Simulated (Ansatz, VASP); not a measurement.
# Cross-check of Mg (Magnesium) between VASP and Ansatz

One calculation is typed for both programs; each brings its own data sets. How far apart do they land? Of the first pair: The structure shown is the end of the Ansatz relaxation below.

Calculated with Ansatz 0.2.0; plane waves, with VASP 6.6.1 beside it; single point at LDA and relaxation of cell and atoms at LDA.

## Step 1: The structure

The structure is hexagonal, space group P6_3/mmc (No. 194). Conventional cell: a = 3.086 Å, b = 3.086 Å, c = 5.094 Å, α = 90.00°, β = 90.00°, γ = 120.00°. Mg has 12 Mg at 3.09 to 3.11 Å nearest.

Coordinates:

```cif
data_structure
_symmetry_space_group_name_H-M 'P6_3/mmc'
_symmetry_Int_Tables_number 194
_cell_length_a 3.0857
_cell_length_b 3.0857
_cell_length_c 5.0938
_cell_angle_alpha 90.000
_cell_angle_beta 90.000
_cell_angle_gamma 120.000
_cell_volume 42.00
loop_
_atom_site_label
_atom_site_type_symbol
_atom_site_symmetry_multiplicity
_atom_site_Wyckoff_symbol
_atom_site_fract_x
_atom_site_fract_y
_atom_site_fract_z
_atom_site_occupancy
Mg1 Mg 2 c 0.33333 0.66667 0.25000 1
```

## Step 2: Ansatz: relaxation, LDA

Ansatz runs on its PAW soft_1 files.

This run makes the geometry at which the two programs are then compared.

Input file input.yaml:

```yaml
crystal:
  lattice:
    - [3.085711074, 0.0, 0.0]
    - [-1.542855537, 2.6723041788, 0.0]
    - [0.0, 0.0, 5.0595466218]
  atoms:
    - { symbol: Mg, position: [0.3333333333, 0.6666666667, 0.25] }
    - { symbol: Mg, position: [0.6666666667, 0.3333333333, 0.75] }
kpoints:
  mp_grid: { grid: [15, 15, 8] }
hamiltonian:
  xc: lda
  pseudopotentials: { kind: paw, azcp: { folder: soft_1 }, xc_functional: pbe }
scf:
  occupations: { method: methfessel_paxton, width: 0.2 }
output:
  forces: true
  stress: true
  eigenvalues: true
relax:
  adjacent_minimum: "off"
  f_tol: 0.001
  max_steps: 60
  cell: { stress_tol: 0.01, fix: [a, b, gamma] }
```

Command:

```sh
$ ansatz run input.yaml --threads 4 --pin off --max-ram 10240MiB --backend cpu --events-out ev --progress --plain --runs-dir out
```

Numbers of over 12 decimals in the logs are rounded to 6 here.

Log:

```text
Engine: ansatz 0.2.0, x86_64-unknown-linux-gnu
Pseudopotentials: kind: paw
Pseudopotential: Mg, paw, valence charge 10, recommended cutoff 420 eV (normal), soft_1/Mg.paw.azcp
Functional definition: SPW92
  exchange = slater_x
  correlation = pw_c
Crystal: 2 atoms, lattice volume = 41.721 Å³
Basis set: ecut = 420 eV, 785 PW (Γ)
Bands: 14, of which v1, the nominal top of the filled ones, is band 10 counted from 1 (9 counted from 0)
Symmetry: 24 space group operations
Space group: P63/mmc (ITA 194), of the structure as read, at distance tolerance 3.5e-5 Å
k-points: 135 of 1800
Non-local potential: Mg, projectors of the file, l = 0: 3, l = 1: 2, l = 2: 1
PAW form: soft (Blöchl's): semilocal exchange-correlation on the pseudo side does not see the compensation charge
PAW frozen core: Mg, regenerated for the run's functional, and the local potential with it (the file was generated under x = pbe(κ = 0.804, μ = 0.219515), c = pbe(β = 0.066725))
PAW one-centre angular grid: Mg, 110 points (default); XC on 64 Gauss nodes
Initial density: superposition of atomic densities (chi_scale 0.1, normalization cell)
Initial wavefunctions: pseudopotential atomic-orbital guess
Functional: x = slater, c = lda
SCF iter   1: F=—  HF=-3803.250200 eV  |F-HF|=—  |Δ(HF+E_count)|=         —  Δρ=1.51e-2  dr2=1.06e-1  ethr=3.10e-3  ⟨swp⟩=5.0  Hψ=9571  notcnv=0
preconditioner: auto → none  [metal: Δε(μ)=0.017 eV  Ē_g=7.304 eV  σ=0.200 eV  W_gap=0.07  n_scr=8 (ndim 8)  ℏωp=11.5 eV  f_vac=0.000  D(μ)=0.87/eV (n_scr^D=2)  sad-step TF]
SCF iter   2: F=—  HF=-3803.219903 eV  |F-HF|=—  |Δ(HF+E_count)|=   3.03e-2  S|Δr|=    0.00e0  Δρ=9.86e-3  dr2=5.00e-2  ethr=5.28e-4  ⟨swp⟩=1.0  Hψ=2970  notcnv=0
SCF iter   3: F=—  HF=-3803.198471 eV  |F-HF|=—  |Δ(HF+E_count)|=   2.14e-2  S|Δr|=    0.00e0  Δρ=1.30e-3  dr2=3.09e-4  ethr=2.50e-4  ⟨swp⟩=2.6  Hψ=3084  notcnv=0
SCF iter   4: F=—  HF=-3803.198548 eV  |F-HF|=—  |Δ(HF+E_count)|=   7.75e-5  S|Δr|=    0.00e0  Δρ=2.39e-4  dr2=6.97e-6  ethr=1.54e-6  ⟨swp⟩=2.0  Hψ=3000  notcnv=0
SCF iter   5: F=—  HF=-3803.198537 eV  |F-HF|=—  |Δ(HF+E_count)|=   1.09e-5  S|Δr|=    0.00e0  Δρ=7.12e-5  dr2=8.17e-7  ethr=3.48e-8  ⟨swp⟩=2.0  Hψ=3272  notcnv=0
SCF iter   6: F=-3803.198536 eV  HF=-3803.198536 eV  |F-HF|=8.37e-8  |Δ(HF+E_count)|=   9.80e-7  S|Δr|=    0.00e0  Δρ=1.62e-5  dr2=4.09e-8  ethr=5.00e-10  ⟨swp⟩=6.1  Hψ=9182  notcnv=0
SCF 1 converged in 6 iterations: F = -3803.198536 eV  dr2 = 4.09e-8
  greatest PAW one-centre occupation: 1.000 electrons in one spin orbital (limit 2), on the Mg atom at site 1 (counted from 0), in its partial waves of l = 1
relax step   1: F+E_penalty+E_count = -3803.19853639 eV  Δ(F+E_penalty+E_count) = +0.000e0 eV  max|allowed force component| = 7.633e-17 eV/Å  Δτ_max = 0.0000 Å  P = +1.491 GPa  Ω = 41.721 Å³  fix = [a, b, gamma]  reactions: a +1.984, b +1.984 GPa  (6 SCF iters, dr2 threshold 1.00e-7 eV, accepted)
[...]
relax step   2: F+E_penalty+E_count = -3803.19892636 eV  Δ(F+E_penalty+E_count) = -3.900e-4 eV  max|allowed force component| = 1.492e-16 eV/Å  Δτ_max = 0.0000 Å  P = +1.291 GPa  Ω = 41.913 Å³  energy of the carried Pulay correction = -6.983e-6 eV  fix = [a, b, gamma]  reactions: a +1.857, b +1.857 GPa  (3 SCF iters, dr2 threshold 2.00e-7 eV, accepted)
[...]
relax step   3: F+E_penalty+E_count = -3803.19897006 eV  Δ(F+E_penalty+E_count) = -4.370e-5 eV  max|allowed force component| = 9.946e-17 eV/Å  Δτ_max = 0.0000 Å  P = +1.201 GPa  Ω = 42.003 Å³  energy of the carried Pulay correction = -1.024e-5 eV  fix = [a, b, gamma]  reactions: a +1.797, b +1.797 GPa  (3 SCF iters, dr2 threshold 6.46e-8 eV, accepted)
[...]
relax step   4: F+E_penalty+E_count = -3803.19898083 eV  Δ(F+E_penalty+E_count) = -1.077e-5 eV  max|allowed force component| = 1.041e-16 eV/Å  Δτ_max = 0.0000 Å  P = +1.201 GPa  Ω = 42.003 Å³  fix = [a, b, gamma]  reactions: a +1.797, b +1.797 GPa  stress off target by 7.91e-3 GPa on what of the cell is left free  SCF on the basis re-selected at this cell (its energy is not comparable with the rows above)  (5 SCF iters)
basis re-selected at this cell: Δ(F+E_penalty+E_count) = -1.077e-5 eV, ΔP = +0.000 GPa vs the last step (what re-selecting the basis moved, of the pressure what is left beyond the Pulay correction that the steps carried, after the strain that the cell walked since its last selection, with what the two solves' SCF thresholds leave and, on support functions, any second-order correction that the steps lacked; it is no m [...]
SCF converged after 5 iterations
Stability not checked: this state was not tested for a lower state beside it, because cold or Methfessel-Paxton smearing, or corrected tetrahedra, fill the levels in a way that the test cannot read (fill_not_monotonic; see scf.lower_state_search)
Free energy (F): -3803.198981 eV
Harris-Foulkes:  -3803.198981 eV  (|F-HF|=9.09e-13)
Internal energy: -3803.198388 eV  (E = F + TS)
E sigma→0 (E₀):  -3803.198833 eV
Entropy (-TS):   -0.000592 eV (-0.296 meV/atom)
Fermi energy:    6.161249 eV
--- Per-component energies (eV) ---
  E_band       = -700.763785
  E_kinetic    = 140.280980
  E_local      = -3356.093659  (includes V_loc(G=0)·N_el)
  E_nonlocal   = 392.004569
  E_hartree    = 1139.717504
  E_xc         = -52.282387
  E_vxc        = -67.921573  (∫ρ·V_xc dr)
  E_paw        = -559.757788  (= ΣΔE_a)
  E_vpaw       = -88.468842  (= ΣTr[D̂ρ^β])
  E_aug_tail   = -0.000265  (compensation charges beyond the density's cutoff)
  E_ewald      = -1507.368301
  E_core_change = 0.300959  (= ΣΔE_core)
  E_smearing   = -0.000592  (= −TS)
  E_closure    = -0.000000  (closes the sum)
  Σ components = -3803.198981   (vs F -3803.198981, Δ=0.00e0)
--- Forces (eV/Å), atoms counted from 1 ---
  atom   1  Mg     0.00000000    -0.00000000     0.00000000
  atom   2  Mg     0.00000000     0.00000000    -0.00000000
  max |Σ_I F_I| component: 1.85e-17 eV/Å
--- Stress (GPa, compression-positive) ---
        1.797200      -0.000000       0.000000
        0.000000       1.797200       0.000000
        0.000000       0.000000       0.007907
  P = ⅓ Tr σ = 1.2008 GPa (12.008 kbar)
--- Band table (eV; the first three rows and the last of 135) ---
  k-point 0: bands = [... 6 lower, -36.4545, -36.4545, -1.1404, 4.2862, 4.7357, 17.7494, 17.7494, 18.0209]
  k-point 1: bands = [... 6 lower, -36.4548, -36.4548, -1.0493, 3.1991, 5.9772, 17.2672, 17.8161, 17.8161]
  k-point 2: bands = [... 6 lower, -36.4554, -36.4554, -0.7765, 2.0735, 7.5655, 15.2624, 18.0070, 18.0070]
  k-point 134: bands = [... 6 lower, -36.4663, -36.4663, 6.4039, 6.4039, 6.8504, 6.8504, 7.9442, 7.9442]
--- Relaxed structure (3 steps of the walk, 3 accepted, 1 SCFs on fresh bases) ---
  F+E_penalty+E_count = -3803.19898083 eV   max|allowed force component| = 1.041e-16 eV/Å   (the final SCF, on the basis selected at the relaxed cell)
  cell:  # Å, volume = 42.0029 Å³
    - [3.085711, 0, -3.860458567054036e-19]
    - [-1.542856, 2.672304, 1.930229283527e-19]
    - [-6.329876528686638e-19, 0, 5.093755]
  atoms:
    - { symbol: Mg, position: [0.333333, 0.666667, 0.25] }
    - { symbol: Mg, position: [0.666667, 0.333333, 0.750000] }
```

In the SCF lines HF is the Harris–Foulkes energy and dr2 the Hartree energy of the density residual, in eV; the loop may stop once dr2 is under the threshold and the program's other checks hold. Hψ counts applications of the Hamiltonian.

## Step 3: VASP: single point, LDA, pair 1

The same cell, functional (in two slightly different forms), mesh and smearing now go to VASP, with its own data sets.

Lines of VASP's logs that name or quote its potential files are left out, and so is its time.

Input file INCAR:

```
SYSTEM = Mg
PREC = Accurate
ENCUT = 600
EDIFF = 1E-06
NELM = 120
ISMEAR = 1
SIGMA = 0.2
LREAL = .FALSE.
ALGO = Normal
GGA = CA
NBANDS = 8
LORBIT = 11
LWAVE = .FALSE.
LCHARG = .FALSE.
ISIF = 2
LASPH = .TRUE.
GGA_COMPAT = .FALSE.
KPAR = 2
```

Input file POSCAR:

```
Mg
1.0
    3.0857110740      0.0000000000      0.0000000000
   -1.5428555370      2.6723041788      0.0000000000
    0.0000000000      0.0000000000      5.0937552973
Mg
2
Direct
    0.3333333333      0.6666666667      0.2500000000
    0.6666666667      0.3333333333      0.7500000000
```

Input file KPOINTS:

```
Automatic mesh
0
Gamma
15 15 8
0 0 0
```

PAW data sets: Mg (LDA family, release 64).

Command:

```sh
$ mpirun -np 2 vasp_std
```

Log:

```text
[banner, memory and clock lines left out]
running    2 mpi-ranks, on    1 nodes
 distrk:  each k-point on    1 cores,    2 groups
 distr:  one band on    1 cores,    1 groups

 POSCAR found type information on POSCAR Mg
 POSCAR found :  1 types and       2 ions
 LDA part: xc-table for (Slater(with rela. corr.)+CA(PZ))
 , standard interpolation
 POSCAR, INCAR and KPOINTS ok, starting setup
 FFT: planning ... GRIDC
 FFT: planning ... GRID_SOFT
 FFT: planning ... GRID
 WAVECAR not read
 entering main loop
       N       E                     dE             d eps       ncg     rms          rms(c)
DAV:   1    -0.963461088953E+00   -0.96346E+00   -0.14346E+03  2160   0.401E+02
DAV:   2    -0.362104346581E+01   -0.26576E+01   -0.26014E+01  2872   0.237E+01
DAV:   3    -0.363557394225E+01   -0.14530E-01   -0.14525E-01  2824   0.224E+00
DAV:   4    -0.363560597343E+01   -0.32031E-04   -0.32031E-04  3200   0.922E-02
DAV:   5    -0.363560601651E+01   -0.43081E-07   -0.43114E-07  2832   0.238E-03    0.937E-01
DAV:   6    -0.362360365958E+01    0.12002E-01   -0.50765E-04  2664   0.140E-01    0.595E-01
DAV:   7    -0.361424915905E+01    0.93545E-02   -0.17527E-03  2304   0.256E-01    0.294E-02
DAV:   8    -0.361423911521E+01    0.10044E-04   -0.15655E-05  3472   0.227E-02    0.656E-03
DAV:   9    -0.361423810567E+01    0.10095E-05   -0.72487E-07  2232   0.454E-03    0.587E-04
DAV:  10    -0.361423808275E+01    0.22917E-07   -0.55577E-09  1416   0.468E-04
   1 F= -.36142381E+01 E0= -.36140557E+01  d E =-.547230E-03
```

OUTCAR, selected parts (step 3):

```text
ion  position               nearest neighbor table
   1  0.333  0.667  0.250-   2 3.11   2 3.11   2 3.11   2 3.11   2 3.11   2 3.11
   2  0.667  0.333  0.750-   1 3.11   1 3.11   1 3.11   1 3.11   1 3.11   1 3.11

  LATTYP: Found a hexagonal cell.
 ALAT       =     3.0857110740
 C/A-ratio  =     1.6507557497

 Subroutine GETGRP returns: Found 24 space group operations
 (whereof 12 operations were pure point group operations)

The static configuration has the point symmetry D_3d.
 The point group associated with its full space group is D_6h.

 Found    135 irreducible k-points:

   k-points           NKPTS =    135   k-points in BZ     NKDIM =    135   number of bands    NBANDS=      8

   dimension x,y,z NGX =    28 NGY =   28 NGZ =   42
   dimension x,y,z NGXF=    56 NGYF=   56 NGZF=   84

   ENCUT  =  600.0 eV  44.10 Ry    6.64 a.u.   6.16  6.16 10.17*2*pi/ulx,y,z

   NELECT =       4.0000    total number of electrons

 k-points in reciprocal lattice and weights: Automatic mesh
   0.00000000  0.00000000  0.00000000       0.001
   0.06666667  0.00000000  0.00000000       0.003
   0.13333333 -0.00000000  0.00000000       0.003
   0.20000000  0.00000000  0.00000000       0.003
   0.26666667 -0.00000000  0.00000000       0.003
   0.33333333  0.00000000  0.00000000       0.003
   0.40000000  0.00000000  0.00000000       0.003
   0.46666667  0.00000000  0.00000000       0.003
   0.06666667  0.06666667  0.00000000       0.003
[...]
0.33333333  0.26666667  0.50000000       0.007
   0.33333333  0.33333333  0.50000000       0.001

 average (electrostatic) potential at core
       1 -38.7640       2 -38.7640

 E-fermi :   2.9406

 k-point     1 :       0.0000    0.0000    0.0000
  band No.  band energies     occupation
      1      -4.3629      2.00000
      2       1.0585      2.00000
      3       1.5171      2.00000
      4      14.5464      0.00000
      5      14.5464      0.00000
      6      14.8188      0.00000
      7      14.8188      0.00000
      8      15.1472      0.00000

 k-point     2 :       0.0667    0.0000    0.0000
  band No.  band energies     occupation
      1      -4.2691      2.00000
      2       1.1432      2.00000
      3       1.6081      2.00000
      4      12.7437      0.00000
      5      13.6151      0.00000
      6      14.3877      0.00000
      7      15.8604      0.00000
      8      15.8831      0.00000

 k-point     3 :       0.1333   -0.0000    0.0000
  band No.  band energies     occupation
      1      -3.9883      2.00000
      2       1.3975      2.00000
      3       1.8787      2.00000
      4      10.5939      0.00000
      5      12.7046      0.00000
      6      13.3712      0.00000
      7      15.4486      0.00000
      8      15.7899      0.00000

  Total        0.3850191      0.3850191     -0.0869075      0.0000000      0.0000000      0.0000000
  in kB       14.6863404     14.6863404     -3.3150386      0.0000000      0.0000000      0.0000000
  external PRESSURE =       8.6858807 kB  Pullay stress =       0.0000000 kB

  energy-cutoff  :      600.00
  volume of cell :       42.00
      direct lattice vectors                 reciprocal lattice vectors
     3.085711074  0.000000000  0.000000000     0.324074411  0.187104449  0.000000000
    -1.542855537  2.672304179  0.000000000     0.000000000  0.374208897  0.000000000
     0.000000000  0.000000000  5.093755297     0.000000000  0.000000000  0.196318814

 POSITION                                       TOTAL-FORCE (eV/Angst)
 -----------------------------------------------------------------------------------
     -0.00000      1.78154      1.27344        -0.000000      0.000000      0.000000
      1.54286      0.89077      3.82032         0.000000      0.000000      0.000000
 -----------------------------------------------------------------------------------
    total drift:                                0.000000     -0.000000      0.000000

  FREE ENERGIE OF THE ION-ELECTRON SYSTEM (eV)
  ---------------------------------------------------
  free  energy   TOTEN  =        -3.6142380828 eV

  energy  without entropy=       -3.6136908526  energy(sigma->0) =       -3.61405567

 total charge
# of ion       s       p       d       tot
------------------------------------------
    1        0.222   0.147   0.014   0.383
    2        0.222   0.147   0.014   0.383
--------------------------------------------------
tot          0.443   0.294   0.028   0.765

[... 3 further parts left out ...]
```

The run ends at a pressure of 0.87 GPa.

## Step 4: Comparison

Known differences besides the potentials themselves: the two LDA forms differ slightly; the data sets hold 20 valence electrons in Ansatz (on its PAW soft_1 files) and 4 in VASP; the cutoff is 420 eV in Ansatz and 600 eV in VASP; VASP's log shows a relativistic correction to its local exchange, Ansatz's none; Ansatz's pressure holds a Pulay correction, VASP's none. Total energies have different zeros and are not compared.

The two programs side by side:

| quantity | Ansatz | VASP | difference |
| --- | --- | --- | --- |
| pressure (GPa) | 1.20 | 0.87 | +0.33 |

## Step 5: Ansatz: relaxation, LDA

This run makes the geometry at which the two programs are then compared. The cell compared in this pair holds 41.49 Å³, against 42.00 Å³ for the pair before.

The structure compared here is the end of the Ansatz relaxation.

Edit input.yaml of step 2 so:

```diff
@@ -2,5 +2,5 @@
   lattice:
-    - [3.085711074, 0.0, 0.0]
-    - [-1.542855537, 2.6723041788, 0.0]
-    - [0.0, 0.0, 5.0595466218]
+    - [3.0542242263, 0.0, 0.0]
+    - [-1.5271121131, 2.6450357688, 0.0]
+    - [0.0, 0.0, 5.0937552973]
   atoms:
```

Command:

```sh
$ ansatz run input.yaml --threads 4 --pin off --max-ram 10240MiB --backend cpu --events-out ev --progress --plain --runs-dir out
```

Log:

```text
[...]
Crystal: 2 atoms, lattice volume = 41.150 Å³
Basis set: ecut = 420 eV, 785 PW (Γ)
Bands: 14, of which v1, the nominal top of the filled ones, is band 10 counted from 1 (9 counted from 0)
Symmetry: 24 space group operations
[...]
k-points: 135 of 1800
[...]
k-point 134: bands = [... 6 lower, -36.3414, -36.3414, 6.5584, 6.5584, 6.9771, 6.9771, 8.1611, 8.1611]
--- Relaxed structure (3 steps of the walk, 3 accepted, 1 SCFs on fresh bases) ---
[...]
cell:  # Å, volume = 41.4904 Å³
    - [3.054224, -2.8867423032156027e-11, 0]
    - [-1.527112, 2.645036, 0]
    - [0, 0, 5.135878]
  atoms:
    - { symbol: Mg, position: [0.333333, 0.666667, 0.250000] }
    - { symbol: Mg, position: [0.666667, 0.333333, 0.75] }
[key lines of the parts left out:]
SCF converged after 5 iterations
Free energy (F): -3803.186900 eV
Fermi energy:    6.266042 eV
P = ⅓ Tr σ = 1.8319 GPa (18.319 kbar)
```

## Step 6: VASP: single point, LDA, pair 2

The same cell, functional (in two slightly different forms), mesh and smearing now go to VASP, with its own data sets.

INCAR is that of step 3.

Input file POSCAR:

```
Mg
1.0
    3.0542242263      0.0000000000      0.0000000000
   -1.5271121131      2.6450357688      0.0000000000
    0.0000000000      0.0000000000      5.1358775169
Mg
2
Direct
    0.3333333333      0.6666666667      0.2500000000
    0.6666666667      0.3333333333      0.7500000000
```

KPOINTS is that of step 3.

Command:

```sh
$ mpirun -np 2 vasp_std
```

Log:

```text
[... set-up lines as in an earlier step ...]
 entering main loop
       N       E                     dE             d eps       ncg     rms          rms(c)
DAV:   1    -0.728523078202E+00   -0.72852E+00   -0.14842E+03  2160   0.404E+02
DAV:   2    -0.360927949462E+01   -0.28808E+01   -0.28063E+01  2960   0.246E+01
DAV:   3    -0.362460017003E+01   -0.15321E-01   -0.15254E-01  2928   0.226E+00
DAV:   4    -0.362463167221E+01   -0.31502E-04   -0.31501E-04  3040   0.848E-02
[...]
DAV:   8    -0.360315759308E+01    0.11225E-04   -0.15938E-05  3376   0.229E-02    0.647E-03
DAV:   9    -0.360315657972E+01    0.10134E-05   -0.74237E-07  2336   0.464E-03    0.580E-04
DAV:  10    -0.360315655221E+01    0.27509E-07   -0.50942E-09  1568   0.462E-04
   1 F= -.36031566E+01 E0= -.36028324E+01  d E =-.972471E-03
```

OUTCAR, selected parts (step 6):

```text
  Total        0.6269470      0.6269470     -0.0877733      0.0000000     -0.0000000      0.0000000
  in kB       24.2099720     24.2099720     -3.3894247      0.0000000     -0.0000000      0.0000000
  external PRESSURE =      15.0101731 kB  Pullay stress =       0.0000000 kB

 POSITION                                       TOTAL-FORCE (eV/Angst)
 -----------------------------------------------------------------------------------
     -0.00000      1.76336      1.28397         0.000000     -0.000000      0.000000
      1.52711      0.88168      3.85191        -0.000000      0.000000      0.000000
 -----------------------------------------------------------------------------------
    total drift:                               -0.000000      0.000000     -0.000000

  FREE ENERGIE OF THE ION-ELECTRON SYSTEM (eV)
  ---------------------------------------------------
  free  energy   TOTEN  =        -3.6031565522 eV

  energy  without entropy=       -3.6021840809  energy(sigma->0) =       -3.60283240

[... 1 part as in an earlier step ...]

[... 2 further parts left out ...]
[key lines of the parts left out:]
E-fermi :   3.0058
```

The run ends at a pressure of 1.50 GPa.

## Step 7: Side by side

What differs besides the data sets and the points named for the pairs above, as far as they apply: the data sets hold 20 valence electrons in Ansatz (on its PAW soft_1 files) and 4 in VASP. Total energies have different zeros and are not compared.

Both answers:

| quantity | Ansatz | VASP | difference |
| --- | --- | --- | --- |
| pressure (GPa) | 1.83 | 1.50 | +0.33 |

[end of part 1 of 2]

[Lines on the potential files, build, host, timing and source positions are cut from VASP's logs without a mark.]

[Logs are printed without paths, hosts, clocks, repeated set-up lines and the standing remarks that a program may print on its own settings, such as how far it seeks lower states.]

[Hosts, paths, dates, database ids (printed as entryN), source tags and the programs' standing remarks are cut or masked in the printed files.]
